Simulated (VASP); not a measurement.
Input:

```yaml
crystal:
  lattice:
    - [4.12792, 0.00000, 0.00000]
    - [0.00000, 4.12792, 0.00000]
    - [0.00000, 0.00000, 4.12792]
  atoms:
    - { symbol: Ba, position: [0.00000, 0.00000, 0.00000] }
    - { symbol: Zr, position: [0.50000, 0.50000, 0.50000] }
    - { symbol: O, position: [0.50000, 0.00000, 0.50000] }
    - { symbol: O, position: [0.00000, 0.50000, 0.50000] }
    - { symbol: O, position: [0.50000, 0.50000, 0.00000] }
```

These are r2SCAN meta-GGA, VASP's PBE PAW potentials (set 64) (plane waves; VASP) values and carry that method's errors. Run with 520 eV cut-off, 5×5×5 Γ-centred mesh, Gaussian smearing of 0.050 eV, potentials Ba_sv Zr_sv O.

The job: BaZrO3 (cubic perovskite), 5 atoms, r2SCAN, static run, 520 eV, 5×5×5 Γ-centred mesh. Roughly how much core time does it take on a busy server core?

About 90 core-seconds (one run on a shared machine, a rough figure). It had 10 irreducible k-points, 24 bands, up to 1908 plane waves and 30 electronic steps.

The compound is BaZrO3 in the cubic perovskite structure. This cell is one point of a volume scan, at 0.94 of the reference volume.
